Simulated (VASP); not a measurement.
OSZICAR of a VASP run on ZnS (zinc blende):

OSZICAR:
```
       N       E                     dE             d eps       ncg     rms          rms(c)
DAV:   1     0.956539276792E+02    0.95654E+02   -0.10014E+04   910   0.181E+03
DAV:   2     0.107596328166E+01   -0.94578E+02   -0.90041E+02   955   0.299E+02
DAV:   3    -0.501598721924E+01   -0.60920E+01   -0.60617E+01  1160   0.792E+01
DAV:   4    -0.508795290451E+01   -0.71966E-01   -0.71940E-01   985   0.907E+00
DAV:   5    -0.508892632809E+01   -0.97342E-03   -0.97340E-03  1140   0.109E+00    0.958E+00
DAV:   6    -0.287045954579E+01    0.22185E+01   -0.61213E+00  1070   0.612E+01    0.468E+00
DAV:   7    -0.274297618485E+01    0.12748E+00   -0.91827E-01   945   0.116E+01    0.296E+00
DAV:   8    -0.276077083226E+01   -0.17795E-01   -0.30448E-01   910   0.902E+00    0.139E+00
DAV:   9    -0.277725708745E+01   -0.16486E-01   -0.24715E+02   910   0.636E+03    0.836E-01
DAV:  10    -0.276868920389E+01    0.85679E-02   -0.46246E-01   910   0.988E+00    0.462E-01
DAV:  11    -0.276797755485E+01    0.71165E-03   -0.49448E-02   910   0.314E+00    0.245E-01
DAV:  12    -0.281548029026E+01   -0.47503E-01   -0.21673E-02   910   0.187E+00    0.746E-02
DAV:  13    -0.281647757370E+01   -0.99728E-03   -0.92486E-04  1289   0.628E-01    0.104E-01
DAV:  14    -0.281661822964E+01   -0.14066E-03   -0.27062E-04   995   0.434E-01    0.644E-02
DAV:  15    -0.281661580062E+01    0.24290E-05   -0.39026E-05  1115   0.782E-02    0.323E-02
DAV:  16    -0.281663214087E+01   -0.16340E-04   -0.36720E-05   910   0.895E-02    0.183E-02
DAV:  17    -0.281665686667E+01   -0.24726E-04   -0.16490E-05   918   0.902E-02    0.113E-02
DAV:  18    -0.281665809089E+01   -0.12242E-05   -0.19537E-06  1055   0.157E-02    0.107E-02
DAV:  19    -0.281665817161E+01   -0.80720E-07   -0.39028E-07   932   0.116E-02
   1 F= -.28166582E+01 E0= -.28166582E+01  d E =-.324764E-13
```

Problem. Which electronic solver shows in the log?

Solution. It is blocked Davidson (ALGO = Normal, or the opening steps of other solvers). The INCAR had ALGO = Normal.

Problem. Can the final energy be trusted as converged?

Solution. Self-consistency was reached. It stopped with EDIFF = 1E-7, NELM = 100 (revTPSS meta-GGA, plane waves, VASP's PBE PAW potentials (set 64)).

The compound is ZnS in the zinc blende structure. This cell is one point of a volume scan, at 0.97 of the reference volume.
